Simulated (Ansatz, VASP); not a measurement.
**Cross-check of CsCrN between VASP and Ansatz**

Wanted: the spread between two codes on one cell, functional and k mesh. The cell is invented: other elements were put on sites of a known structure type. It may not be a known or stable phase. The cell is taken from a series of VASP runs on this material, whose earlier steps may have relaxed, scaled or displaced it; both programs get it as it stands.

Main program and level: Ansatz 0.2.0; plane waves, with VASP 6.6.1 beside it; single point at PBE.

**1. Starting point**

Symmetry: P-6m2, No. 187, hexagonal system. The conventional cell has a = 3.337 Å, b = 3.337 Å, c = 6.221 Å, α = 90.00°, β = 90.00°, γ = 120.00°. Cs has 6 Cs at 3.34 Å and 6 N at 3.66 Å and 6 Cr at 3.66 Å nearest. Nearest to Cr lie 3 N at 1.93 Å. N has 3 Cr at 1.93 Å and 6 Cs at 3.66 Å nearest. Farther neighbours and most contacts between anions are not listed.

Coordinates:

```xyz
3
Lattice="3.3372 0.0000 0.0000 -1.6686 2.8901 0.0000 0.0000 0.0000 6.2210" Properties=species:S:1:pos:R:3 pbc="T T T"
Cs    0.0000    0.0000    0.0000
Cr    1.6686    0.9634    3.1105
N     0.0000    1.9267    3.1105
```

**2. VASP: single point, PBE**

With cell and atoms fixed, the geometry can't cause a difference; cores, projectors, grids and the points listed under the comparison can.

Lines of VASP's logs that name or quote its potential files are left out, and so is its time.

Contents of INCAR:

```
SYSTEM = CsCrN
PREC = Accurate
ENCUT = 520
EDIFF = 1E-06
NELM = 100
ISMEAR = -1
SIGMA = 0.05
LREAL = .FALSE.
ALGO = Normal
GGA = PE
NBANDS = 20
ISPIN = 2
MAGMOM = 0 3 0
LMAXMIX = 4
LORBIT = 11
LWAVE = .FALSE.
LCHARG = .TRUE.
ISIF = 2
LELF = .TRUE.
LVHAR = .TRUE.
```

Contents of POSCAR:

```
CsCrN
1.0
    3.3371790649     -0.0000000014      0.0000000000
   -1.6685895298      2.8900818484      0.0000000000
    0.0000000000      0.0000000000      6.2209572235
Cs Cr N
1 1 1
Direct
    0.0000000000      0.0000000000      0.0000000000
    0.6666666700      0.3333333300      0.5000000000
    0.3333333300      0.6666666700      0.5000000000
```

Contents of KPOINTS:

```
Automatic mesh
0
Gamma
9 9 5
0 0 0
```

PAW data sets: Cs_sv, Cr_pv and N (PBE family, release 64).

On the command line:

```console
$ mpirun -np 1 vasp_std
```

Numbers of over 12 decimals in the logs are rounded to 6 here.

Log:

```text
[banner, memory and clock lines left out]
running    1 mpi-ranks, on    1 nodes
 distrk:  each k-point on    1 cores,    1 groups
 distr:  one band on    1 cores,    1 groups

 POSCAR found type information on POSCAR CsCrN
 POSCAR found :  3 types and       3 ions
 LDA part: xc-table for (Slater+PW92), standard interpolation
 POSCAR, INCAR and KPOINTS ok, starting setup
 FFT: planning ... GRIDC
 FFT: planning ... GRID_SOFT
 FFT: planning ... GRID
 WAVECAR not read
 entering main loop
       N       E                     dE             d eps       ncg     rms          rms(c)
DAV:   1     0.227795906082E+03    0.22780E+03   -0.13957E+04  2880   0.127E+03
DAV:   2    -0.459657300594E+01   -0.23239E+03   -0.22361E+03  3160   0.338E+02
DAV:   3    -0.219665378715E+02   -0.17370E+02   -0.17033E+02  3336   0.932E+01
DAV:   4    -0.223251110217E+02   -0.35857E+00   -0.35730E+00  3496   0.138E+01
DAV:   5    -0.223315913589E+02   -0.64803E-02   -0.64773E-02  3836   0.175E+00    0.204E+01
DAV:   6    -0.229873101121E+02   -0.65572E+00   -0.80276E+01  3280   0.570E+01    0.237E+01
DAV:   7    -0.180958185458E+02    0.48915E+01   -0.72517E+01  3360   0.507E+01    0.742E+00
DAV:   8    -0.179089812650E+02    0.18684E+00   -0.27193E+00  3056   0.111E+01    0.272E+00
DAV:   9    -0.178218263328E+02    0.87155E-01   -0.46644E-01  3656   0.382E+00    0.115E+00
DAV:  10    -0.178198129896E+02    0.20133E-02   -0.38369E-02  3584   0.124E+00    0.725E-01
DAV:  11    -0.178192761116E+02    0.53688E-03   -0.76578E-03  3484   0.581E-01    0.413E-01
DAV:  12    -0.178196885599E+02   -0.41245E-03   -0.21365E-03  3656   0.269E-01    0.183E-01
DAV:  13    -0.178197357701E+02   -0.47210E-04   -0.50210E-04  3288   0.160E-01    0.670E-02
DAV:  14    -0.178197655048E+02   -0.29735E-04   -0.91637E-05  3680   0.694E-02    0.253E-02
DAV:  15    -0.178197674778E+02   -0.19730E-05   -0.12670E-05  3424   0.192E-02    0.130E-02
DAV:  16    -0.178197680598E+02   -0.58203E-06   -0.25714E-06  2848   0.115E-02
   1 F= -.17819768E+02 E0= -.17810380E+02  d E =-.187770E-01  mag=     1.8529
```

OUTCAR, selected parts (step 2):

```text
ion  position               nearest neighbor table
   1  0.000  0.000  0.000-
   2  0.667  0.333  0.500-   3 1.93   3 1.93   3 1.93
   3  0.333  0.667  0.500-   2 1.93   2 1.93   2 1.93

  LATTYP: Found a hexagonal cell.
 ALAT       =     3.3371790649
 C/A-ratio  =     1.8641364765

 Subroutine GETGRP returns: Found 12 space group operations
 (whereof 12 operations were pure point group operations)

The static configuration has the point symmetry D_3h.

 Found     36 irreducible k-points:

   k-points           NKPTS =     36   k-points in BZ     NKDIM =     36   number of bands    NBANDS=     20

   dimension x,y,z NGX =    28 NGY =   28 NGZ =   48
   dimension x,y,z NGXF=    56 NGYF=   56 NGZF=   96

   ENCUT  =  520.0 eV  38.22 Ry    6.18 a.u.   6.20  6.20 11.57*2*pi/ulx,y,z

   NELECT =      26.0000    total number of electrons

 k-points in reciprocal lattice and weights: Automatic mesh
   0.00000000  0.00000000  0.00000000       0.002
   0.11111111  0.00000000  0.00000000       0.015
   0.22222222  0.00000000  0.00000000       0.015
   0.33333333 -0.00000000  0.00000000       0.015
   0.44444444  0.00000000  0.00000000       0.015
   0.11111111  0.11111111  0.00000000       0.015
   0.22222222  0.11111111  0.00000000       0.030
   0.33333333  0.11111111  0.00000000       0.030
   0.44444444  0.11111111  0.00000000       0.015
[...]
0.33333333  0.22222222  0.40000000       0.059
   0.33333333  0.33333333  0.40000000       0.010

 average (electrostatic) potential at core
       1 -47.6159       2 -71.2176       3 -63.6486

 E-fermi :   5.6762

 spin component 1
 k-point     1 :       0.0000    0.0000    0.0000
  band No.  band energies     occupation
    ...
     10       0.4231      1.00000
     11       2.6273      1.00000
     12       3.8164      1.00000
     13       4.7104      1.00000
     14       4.7104      1.00000
     15       7.0954      0.00000
     16       7.8001      0.00000
     17       9.2731      0.00000
     18       9.2731      0.00000
     19       9.9034      0.00000
    ...

 k-point     2 :       0.1111    0.0000    0.0000
  band No.  band energies     occupation
    ...
     10       0.5629      1.00000
     11       2.4513      1.00000
     12       3.9564      1.00000
     13       4.6825      1.00000
     14       4.9251      1.00000
     15       7.7009      0.00000
     16       7.9548      0.00000
     17       8.8648      0.00000
     18       8.9916      0.00000
     19       9.3858      0.00000
    ...

 k-point     3 :       0.2222    0.0000    0.0000
  band No.  band energies     occupation
    ...
     10       0.9553      1.00000
     11       2.0863      1.00000
     12       4.2155      1.00000
     13       4.6126      1.00000
     14       5.3403      0.99879
     15       7.1379      0.00000
     16       7.5597      0.00000
     17       8.1593      0.00000
     18       8.9439      0.00000
     19       9.3320      0.00000
    ...

 k-point     4 :       0.3333   -0.0000    0.0000
  band No.  band energies     occupation
    ...
     10       1.5007      1.00000
     11       1.7171      1.00000
     12       4.4198      1.00000
     13       4.5338      1.00000
     14       5.6104      0.78854
     15       5.9922      0.00180
     16       6.6131      0.00000
     17       7.1640      0.00000
     18       8.0604      0.00000
     19       9.6769      0.00000
    ...

 k-point     5 :       0.4444    0.0000    0.0000
  band No.  band energies     occupation
    ...
     11       1.9580      1.00000
     12       4.4713      1.00000
     13       4.4828      1.00000
     14       5.1467      0.99997
     15       5.6062      0.80225
     16       6.1684      0.00005
     17       6.4415      0.00000
     18       7.4963      0.00000
     19      10.4348      0.00000
     20      11.5738      0.00000

 k-point     6 :       0.1111    0.1111    0.0000
  band No.  band energies     occupation
    ...
     10       0.8238      1.00000
     11       2.1922      1.00000
     12       4.1538      1.00000
     13       4.6126      1.00000
     14       5.2529      0.99979
     15       7.7415      0.00000
     16       8.1427      0.00000
     17       8.4902      0.00000
     18       8.6272      0.00000
     19       9.0834      0.00000
    ...

  Total        0.0550995      0.0550995     -0.2351584      0.0000000      0.0000000      0.0000000
  in kB        1.4713349      1.4713349     -6.2794879      0.0000000      0.0000000      0.0000000
  external PRESSURE =      -1.1122727 kB  Pullay stress =       0.0000000 kB

  energy-cutoff  :      520.00
  volume of cell :       60.00
      direct lattice vectors                 reciprocal lattice vectors
     3.337179065 -0.000000001  0.000000000     0.299654283  0.173005481  0.000000000
    -1.668589530  2.890081848  0.000000000     0.000000000  0.346010962  0.000000000
     0.000000000  0.000000000  6.220957224     0.000000000  0.000000000  0.160746966

 POSITION                                       TOTAL-FORCE (eV/Angst)
 -----------------------------------------------------------------------------------
      0.00000      0.00000      0.00000         0.000000     -0.000000      0.000000
      1.66859      0.96336      3.11048         0.000000     -0.000000      0.000000
     -0.00000      1.92672      3.11048        -0.000000      0.000000      0.000000
 -----------------------------------------------------------------------------------
    total drift:                               -0.000005      0.000003      0.000000

  FREE ENERGIE OF THE ION-ELECTRON SYSTEM (eV)
  ---------------------------------------------------
  free  energy   TOTEN  =       -17.8197680598 eV

  energy  without entropy=      -17.8009910996  energy(sigma->0) =      -17.81037958

 total charge
# of ion       s       p       d       tot
------------------------------------------
    1        1.841   4.660   0.159   6.659
    2        0.394   6.272   4.192  10.858
    3        1.265   2.384   0.000   3.649
--------------------------------------------------
tot          3.499  13.316   4.351  21.167

 magnetization (x)
# of ion       s       p       d       tot
------------------------------------------
    1       -0.001   0.009  -0.015  -0.007
    2        0.029   0.016   1.864   1.909
    3       -0.013  -0.149   0.000  -0.161
--------------------------------------------------
tot          0.016  -0.123   1.849   1.741

[... 6 further parts left out ...]
```

The cell holds one magnetic atom, so no antiferromagnetic order fits into it. With spin, VASP writes an ELF for each channel. LASPH is off, so gradient terms of the non-spherical density inside the spheres are left out; for open d or f shells this can shift gaps and moments.

**3. Ansatz: single point, PBE**

Ansatz runs on its default PAW (the set named soft_2) files.

The same cell, functional, mesh and smearing now go to Ansatz, which takes its cutoff from its data sets.

Contents of input.yaml:

```yaml
crystal:
  lattice:
    - [3.3371790649, -1.4e-09, 0.0]
    - [-1.6685895298, 2.8900818484, 0.0]
    - [0.0, 0.0, 6.2209572235]
  atoms:
    - { symbol: Cs, position: [0.0, 0.0, 0.0] }
    - { symbol: Cr, position: [0.66666667, 0.33333333, 0.5], spin: 3.0 }
    - { symbol: "N", position: [0.33333333, 0.66666667, 0.5] }
hamiltonian:
  xc: pbe
  pseudopotentials: { kind: paw }
magnetization:
  spin_polarized: true
kpoints:
  mp_grid: { grid: [9, 9, 5] }
scf:
  occupations: { method: fermi_dirac, width: 0.05 }
  n_extra_bands: 7
output:
  forces: true
  stress: true
  eigenvalues: true
```

On the command line:

```console
$ ansatz run input.yaml --threads 2 --pin off --max-ram 4608MiB --backend cpu --events-out ev --progress --plain --runs-dir out
```

Log:

```text
Warning: the atoms were moved onto the symmetric positions of the space group found under crystal.symmetry.tolerance 1.0e-5 (fractional; no operation is sought that the atoms, as they stand in a round, miss by more than twice it, and no atom is moved by as much as it), and the run uses the moved positions. Before a round's move an operation carried an atom to 3.34e-8 Å from where it should land, the largest such dist [...]
scf.n_extra_bands = 7 over 14 filled bands (N_el = 28.0): the run solves 21 bands
Engine: ansatz 0.2.0, aarch64-unknown-linux-gnu
Pseudopotentials: kind: paw
Pseudopotential: Cs, paw, valence charge 9, recommended cutoff 420 eV (normal), Cs.paw.azcp
Pseudopotential: Cr, paw, valence charge 14, recommended cutoff 420 eV (normal), Cr.paw.azcp
Pseudopotential: N, paw, valence charge 5, recommended cutoff 420 eV (normal), N.paw.azcp
Functional definition: PBE
  parameter kappa = 0.804
  parameter beta = 0.066725
  exchange = pbe_x(kappa = kappa, mu = beta*pi^2/3)
  correlation = pbe_c(beta = beta)
Crystal: 3 atoms, lattice volume = 59.999 Å³
Basis set: ecut = 420 eV, 1185 PW (Γ), exchange–correlation on 48×48×90 points (8 copies of the dense FFT grid, shifted against one another)
Bands: 21, of which v1, the nominal top of the filled ones, is band 14 counted from 1 (13 counted from 0)
Symmetry: 12 space group operations
Space group: P-6m2 (ITA 187), of the structure as read, at distance tolerance 3.9e-5 Å
Magnetic group: BNS 187.209 (UNI 1439), of the structure as read, at distance tolerance 3.9e-5 Å
k-points: 36 of 405 (time reversal used)
Non-local potential: Cs, projectors of the file, l = 0: 3, l = 1: 2, l = 2: 2, l = 3: 2
Non-local potential: Cr, projectors of the file, l = 0: 3, l = 1: 2, l = 2: 3, l = 3: 1
Non-local potential: N, projectors of the file, l = 0: 2, l = 1: 2, l = 2: 1
PAW form: soft (Blöchl's): semilocal exchange-correlation on the pseudo side does not see the compensation charge
PAW one-centre angular grid: Cs, 194 points (default); XC on 64 Gauss nodes
PAW one-centre angular grid: Cr, 590 points (default); XC on 64 Gauss nodes
PAW one-centre angular grid: N, 110 points (default); XC on 64 Gauss nodes
Initial density: superposition of atomic densities (chi_scale 0.1, normalization cell, long waves kept (reshape's long-wave potential 0.11 eV rms))
Starting moments: Σ|m| = 3 μB on 1 of 3 sites
Initial wavefunctions: pseudopotential atomic-orbital guess
Functional: x = pbe(κ = 0.804, μ = 0.219515), c = pbe(β = 0.066725)
SCF iter   1: F=—  HF=-9435.128986 eV  |F-HF|=—  |Δ(HF+E_count)|=         —  Δρ=1.51e-1 (↑1.51e-1 ↓4.98e-2)  dr2=5.15e1  dr2_m=1.73e0  M=1.447 μB ∫|m|=1.831 μB  β_m=0.30  ethr=3.10e-3  ⟨swp⟩=7.2  Hψ=8587  notcnv=0
Mixer restart at iter 1: flushing history
preconditioner: auto → Kerker (q_TF=auto, 2.403 Å⁻¹)  [metal: Δε(μ)=0.045 eV  Ē_g=9.670 eV  σ=0.050 eV  W_gap=0.22  n_scr=22 (ndim 8)  ℏωp=20.3 eV  f_vac=0.000  D(μ)=2.94/eV (n_scr^D=34)]
spin=Collinear: Kerker preconditioning applied to the charge; magnetization (m = ρ↑ − ρ↓) channel mixes plain (no charge-response kernel on spin).
SCF iter   2: F=—  HF=-9433.506701 eV  |F-HF|=—  |Δ(HF+E_count)|=    1.62e0  Δρ=5.22e-2 (↑5.22e-2 ↓2.63e-2)  dr2=1.51e1  dr2_m=1.98e-1  M=1.689 μB ∫|m|=2.176 μB  β_m=0.38  ethr=3.10e-3  ⟨swp⟩=3.7  Hψ=4063  notcnv=0  defer=79
SCF iter   3: F=—  HF=-9431.756060 eV  |F-HF|=—  |Δ(HF+E_count)|=    1.75e0  Δρ=2.36e-2 (↑2.36e-2 ↓1.74e-2)  dr2=1.97e0  dr2_m=9.28e-2  M=2.120 μB ∫|m|=2.601 μB  β_m=0.51  ethr=3.10e-3  ⟨swp⟩=3.7  Hψ=3109  notcnv=0  defer=70
SCF iter   4: F=—  HF=-9431.517396 eV  |F-HF|=—  |Δ(HF+E_count)|=   2.39e-1  Δρ=1.00e-2 (↑1.00e-2 ↓9.78e-3)  dr2=5.84e-1  dr2_m=4.69e-3  M=2.047 μB ∫|m|=2.542 μB  β_m=0.52  ethr=3.10e-3  ⟨swp⟩=2.3  Hψ=2734  notcnv=0  defer=70
SCF iter   5: F=—  HF=-9431.589229 eV  |F-HF|=—  |Δ(HF+E_count)|=   7.18e-2  Δρ=1.19e-2 (↑5.18e-3 ↓1.19e-2)  dr2=1.14e-1  dr2_m=2.98e-2  M=1.946 μB ∫|m|=2.428 μB  β_m=0.76  ethr=2.09e-3  ⟨swp⟩=2.2  Hψ=2204  notcnv=0  defer=68
SCF iter   6: F=—  HF=-9431.629794 eV  |F-HF|=—  |Δ(HF+E_count)|=         —  Δρ=3.34e-3 (↑3.34e-3 ↓2.64e-3)  dr2=9.17e-3  dr2_m=3.16e-3  M=1.840 μB ∫|m|=2.282 μB  β_m=0.76  ethr=4.08e-4  ⟨swp⟩=2.2  Hψ=2775  notcnv=0  defer=68
Mixer restart at iter 6: flushing history
SCF iter   7: F=—  HF=-9431.627656 eV  |F-HF|=—  |Δ(HF+E_count)|=   2.14e-3  Δρ=1.60e-3 (↑7.76e-4 ↓1.60e-3)  dr2=3.99e-3  dr2_m=1.81e-4  M=1.843 μB ∫|m|=2.277 μB  β_m=0.81  ethr=3.27e-5  ⟨swp⟩=2.1  Hψ=2866  notcnv=0  defer=69
SCF iter   8: F=—  HF=-9431.628017 eV  |F-HF|=—  |Δ(HF+E_count)|=   3.61e-4  Δρ=2.16e-3 (↑2.16e-3 ↓7.54e-4)  dr2=2.68e-3  dr2_m=7.94e-4  M=1.823 μB ∫|m|=2.253 μB  β_m=0.80  ethr=1.43e-5  ⟨swp⟩=2.0  Hψ=2877  notcnv=0  defer=68
SCF iter   9: F=—  HF=-9431.627764 eV  |F-HF|=—  |Δ(HF+E_count)|=   2.53e-4  Δρ=2.11e-4 (↑2.11e-4 ↓1.73e-4)  dr2=7.01e-5  dr2_m=4.38e-6  M=1.824 μB ∫|m|=2.247 μB  β_m=0.82  ethr=9.58e-6  ⟨swp⟩=2.0  Hψ=2668  notcnv=0  defer=68
SCF iter  10: F=—  HF=-9431.627970 eV  |F-HF|=—  |Δ(HF+E_count)|=   2.06e-4  Δρ=6.90e-5 (↑6.76e-5 ↓6.90e-5)  dr2=1.50e-5  dr2_m=1.78e-7  M=1.824 μB ∫|m|=2.246 μB  β_m=0.91  ethr=2.50e-7  ⟨swp⟩=1.9  Hψ=1850  notcnv=0  defer=68
SCF iter  11: F=—  HF=-9431.627975 eV  |F-HF|=—  |Δ(HF+E_count)|=   5.24e-6  Δρ=5.34e-5 (↑5.34e-5 ↓2.24e-5)  dr2=3.14e-6  dr2_m=1.90e-7  M=1.825 μB ∫|m|=2.246 μB  β_m=0.96  ethr=5.36e-8  ⟨swp⟩=2.0  Hψ=1835  notcnv=0  defer=68
SCF iter  12: F=—  HF=-9431.627976 eV  |F-HF|=—  |Δ(HF+E_count)|=   3.73e-7  Δρ=1.11e-5 (↑1.03e-5 ↓1.11e-5)  dr2=6.11e-8  dr2_m=5.01e-8  M=1.825 μB ∫|m|=2.245 μB  β_m=0.98  ethr=1.12e-8  ⟨swp⟩=2.0  Hψ=1901  notcnv=0  defer=68
SCF iter  13: F=—  HF=-9431.627976 eV  |F-HF|=—  |Δ(HF+E_count)|=   2.17e-8  Δρ=6.29e-6 (↑3.75e-6 ↓6.29e-6)  dr2=8.25e-8  dr2_m=1.53e-9  M=1.825 μB ∫|m|=2.245 μB  β_m=0.99  ethr=2.18e-10  ⟨swp⟩=2.2  Hψ=2474  notcnv=0  defer=68
SCF iter  14: F=-9431.627976 eV  HF=-9431.627976 eV  |F-HF|=3.25e-9  |Δ(HF+E_count)|=   1.01e-8  Δρ=1.52e-6 (↑7.87e-7 ↓1.52e-6)  dr2=4.17e-9  dr2_m=1.63e-10  M=1.825 μB ∫|m|=2.245 μB  ethr=2.18e-10  ⟨swp⟩=6.8  Hψ=6466  notcnv=0
SCF 1 converged in 14 iterations: F = -9431.627976 eV  dr2 = 4.17e-9
  greatest PAW one-centre occupation: 1.000 electrons in one spin orbital (limit 2), on the Cr atom at site 1 (counted from 0), in its partial waves of l = 0
SCF converged after 14 iterations
Magnetization: 1.8255 μB (14.9127 up, 13.0873 down)
Absolute magnetization: 2.2458 μB (∫|ρ↑−ρ↓|, with the PAW one-centre terms)
Spin contamination: 0.0776 ħ² per cell (⟨S²⟩ above its minimum at these occupations)
Per-site moments (μB) at R_I (Å): [(-0.00975598, 1.376586), (1.515092, 0.794773), (-0.155512, 0.794773)]
Free energy (F): -9431.627976 eV
Harris-Foulkes:  -9431.627976 eV  (|F-HF|=3.25e-9)
Internal energy: -9431.610484 eV  (E = F + TS)
E sigma→0 (E₀):  -9431.619230 eV
Entropy (-TS):   -0.017492 eV (-5.831 meV/atom)
Fermi energy:    11.053500 eV
--- Per-component energies (eV) ---
  E_band       = -262.797835
  E_kinetic    = 614.103668
  E_local      = -2709.132522  (includes V_loc(G=0)·N_el)
  E_nonlocal   = 156.940758
  E_hartree    = 1167.899815
  E_xc         = -373.389192
  E_vxc        = -380.174675  (∫ρ·V_xc dr)
  E_paw        = -6389.791675  (= ΣΔE_a)
  E_vpaw       = -280.338460  (= ΣTr[D̂ρ^β])
  E_aug_tail   = 0.000464  (compensation charges beyond the density's cutoff)
  E_ewald      = -1898.241801
  E_smearing   = -0.017492  (= −TS)
  E_closure    = -0.000000  (closes the sum)
  Σ components = -9431.627976   (vs F -9431.627976, Δ=0.00e0)
--- Forces (eV/Å), atoms counted from 1 ---
  atom   1  Cs     0.00000000     0.00000000     0.00000000
  atom   2  Cr     0.00000000     0.00000000     0.00000000
  atom   3  N     -0.00000000     0.00000000     0.00000000
  max |Σ_I F_I| component: 4.83e-16 eV/Å
--- Stress (GPa, compression-positive) ---
       -0.430036      -0.000000       0.000000
       -0.000000      -0.430036       0.000000
        0.000000       0.000000      -0.806883
  P = ⅓ Tr σ = -0.5557 GPa (-5.557 kbar)
--- Band table (eV; the first three rows and the last of 72) ---
  k-point 0 ↑: bands = [... 10 lower, 5.7909, 8.0086, 9.2540, 10.0998, 10.0998, 12.4939, 13.2322, 14.6760, ... 3 higher]
  k-point 1 ↑: bands = [... 10 lower, 5.7888, 7.5774, 9.7009, 10.0999, 10.0999, 12.4938, 13.4028, 14.7026, ... 3 higher]
  k-point 2 ↑: bands = [... 10 lower, 5.7857, 7.1116, 10.1001, 10.1001, 10.1918, 12.4480, 14.0391, 14.7515, ... 3 higher]
  k-point 35 ↓: bands = [... 10 lower, 7.2164, 7.3988, 10.5491, 10.5668, 11.2869, 12.5407, 13.3654, 14.0252, ... 3 higher]
```

Elapsed: 8.1 s, on 2 threads of Arm Neoverse V2, shared host; peak memory 0.42 GiB.

The column dr2 measures how far the density is from self-consistency, as an energy; F and HF (Harris–Foulkes) agree once it is small.

The run ends at a pressure of -0.56 GPa.

**4. Differences**

Known differences besides the potentials themselves: the data sets hold 28 valence electrons in Ansatz (default PAW (the set named soft_2) files) and 26 in VASP; the cutoff is 420 eV in Ansatz and 520 eV in VASP; VASP leaves aspherical gradient terms in its spheres out (LASPH is not set), Ansatz keeps them; site moments are counted in spheres of each program's own size. Total energies have different zeros and are not compared.

Both answers:

```
                                        quantity  Ansatz   VASP  difference
                                  pressure (GPa)   -0.56  -0.11       -0.44
pressure without Ansatz's Pulay correction (GPa)   -0.73  -0.11       -0.62
                               total moment (μB)    1.83   1.85       -0.03
                              moment on Cr2 (μB)    1.51   1.91       -0.39
                               moment on N3 (μB)   -0.16  -0.16       +0.01
```

Ansatz's pressure holds a Pulay correction of 0.17 GPa; VASP's holds none.

**5. Summary of results**

| Quantity | Value |
| --- | --- |
| difference in total moment (single point, PBE) | -0.027 μB |

In words: The difference in total moment is -0.027 μB (single point, PBE). Such differences can come from data sets, numerical settings and the points named under the comparisons, not from the functional's error against experiment.

[Lines on the potential files, build, host, timing and source positions are cut from VASP's logs without a mark.]

[Logs are printed without paths, hosts, clocks, repeated set-up lines and the standing remarks that a program may print on its own settings, such as how far it seeks lower states.]

[Hosts, paths, dates, database ids (printed as entryN), source tags and the programs' standing remarks are cut or masked in the printed files.]
